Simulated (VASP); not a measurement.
Consider the following.

```xyz
2
Lattice="3.0244 0.0000 0.0000 0.0000 3.0244 0.0000 0.0000 0.0000 3.0244" Properties=species:S:1:pos:R:3 pbc="T T T"
Ti     0.0000     0.0000     0.0000
Co     1.5122     1.5122     1.5122
```

Level of theory: RPBE GGA, VASP's PBE PAW potentials (set 64) (plane waves; VASP). Numerical set-up: 520 eV cut-off, 12×12×12 Γ-centred mesh, first-order Methfessel-Paxton smearing of 0.10 eV, potentials Ti_sv Co.

### Question
Give the stress tensor in GPa (positive for a compressed cell).

### Answer

```
-4.67   0.00   0.00
 0.00  -4.67   0.00
 0.00   0.00  -4.67
```
The pressure is its mean diagonal, -4.67 GPa.

The compound is TiCo in the CsCl type structure. This cell is one point of a volume scan, at 1.03 of the reference volume. The run is not spin-polarised, so no magnetic state was tried. The electron count is odd and the run is not spin-polarised, which forces a metal.
